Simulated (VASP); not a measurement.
All values below come from PBEsol GGA, VASP's PBE PAW potentials (set 64) (plane waves; VASP).

VASP ran on this input.

POSCAR:
```
MoSi2
1
   -1.5950248890     1.5950248890     3.9117449944
    1.5950248890    -1.5950248890     3.9117449944
    1.5950248890     1.5950248890    -3.9117449944
Si Mo
2 1
Direct
  0.6649451924   0.6649451924   0.0000000000
  0.3350548076   0.3350548076   0.0000000000
  0.0095865145   0.0095865145   0.0000000000
```

File KPOINTS:
```
Automatic
0
gamma
12 12 12
0 0 0
```

INCAR:
```
SYSTEM = MoSi2
PREC = Accurate
ENCUT = 480
EDIFF = 1E-7
NELM = 100
ALGO = Normal
LREAL = .FALSE.
LASPH = .TRUE.
ISMEAR = 1
SIGMA = 0.1
GGA = PS
LMAXMIX = 4
LWAVE = .FALSE.
LCHARG = .FALSE.
ISIF = 2
```

POTCAR, in this order: Si Mo_sv (PBE.64 set). Program: vasp_std.

What VASP printed:

**OSZICAR**
```
       N       E                     dE             d eps       ncg     rms          rms(c)
DAV:   1     0.112597559664E+03    0.11260E+03   -0.11043E+04  4890   0.131E+03
DAV:   2    -0.232733582157E+02   -0.13587E+03   -0.13400E+03  6010   0.326E+02
DAV:   3    -0.259997945610E+02   -0.27264E+01   -0.26611E+01  6549   0.421E+01
DAV:   4    -0.260121663532E+02   -0.12372E-01   -0.12367E-01  5604   0.335E+00
DAV:   5    -0.260122770759E+02   -0.11072E-03   -0.11072E-03  6612   0.288E-01    0.233E+01
DAV:   6    -0.252143113410E+02    0.79797E+00   -0.72072E+00  5730   0.187E+01    0.514E+00
DAV:   7    -0.250835930935E+02    0.13072E+00   -0.10734E+00  5500   0.666E+00    0.481E+00
DAV:   8    -0.250422021653E+02    0.41391E-01   -0.13119E-01  5877   0.297E+00    0.472E-01
DAV:   9    -0.250411369162E+02    0.10652E-02   -0.25525E-03  6059   0.434E-01    0.244E-01
DAV:  10    -0.250410329914E+02    0.10392E-03   -0.69341E-04  5884   0.250E-01    0.630E-02
DAV:  11    -0.250410192691E+02    0.13722E-04   -0.18239E-04  5828   0.106E-01    0.298E-02
DAV:  12    -0.250410171208E+02    0.21483E-05   -0.22030E-05  5654   0.331E-02    0.720E-03
DAV:  13    -0.250410166095E+02    0.51135E-06   -0.13783E-06  5919   0.110E-02    0.118E-03
DAV:  14    -0.250410165483E+02    0.61214E-07   -0.27508E-08  3117   0.141E-03
   1 F= -.25041017E+02 E0= -.25040860E+02  d E =-.469289E-03
```

File OUTCAR:
```
------------------------ aborting loop because EDIFF is reached ----------------------------------------
  FORCE on cell =-STRESS in cart. coord.  units (eV):
  Direction    XX          YY          ZZ          XY          YZ          ZX
  --------------------------------------------------------------------------------------
  Total        0.1719039      0.1719039      0.2983621      0.0000000     -0.0000000      0.0000000
  in kB        6.9188024      6.9188024     12.0085008      0.0000000     -0.0000000      0.0000000
  external PRESSURE =       8.6153686 kB  Pullay stress =       0.0000000 kB
  volume of cell :       39.81
      direct lattice vectors                 reciprocal lattice vectors
    -1.595024889  1.595024889  3.911744994     0.000000000  0.313474732  0.127820193
     1.595024889 -1.595024889  3.911744994     0.313474732  0.000000000  0.127820193
     1.595024889  1.595024889 -3.911744994     0.313474732  0.313474732  0.000000000
 POSITION                                       TOTAL-FORCE (eV/Angst)
 -----------------------------------------------------------------------------------
      0.00000      0.00000      5.20219         0.000000      0.000000      0.488586
      0.00000      0.00000      2.62130        -0.000000     -0.000000      0.516278
      0.00000      0.00000      0.07500         0.000000      0.000000     -1.004863
 -----------------------------------------------------------------------------------
    total drift:                               -0.000000     -0.000000      0.000117
  FREE ENERGIE OF THE ION-ELECTRON SYSTEM (eV)
  ---------------------------------------------------
  free  energy   TOTEN  =       -25.0410165483 eV

  energy  without entropy=      -25.0405472592  energy(sigma->0) =      -25.04086012
```
(Selected blocks of OUTCAR.)

The compound is MoSi2 in the MoSi2 type structure. This cell was strained or had an atom moved on purpose.
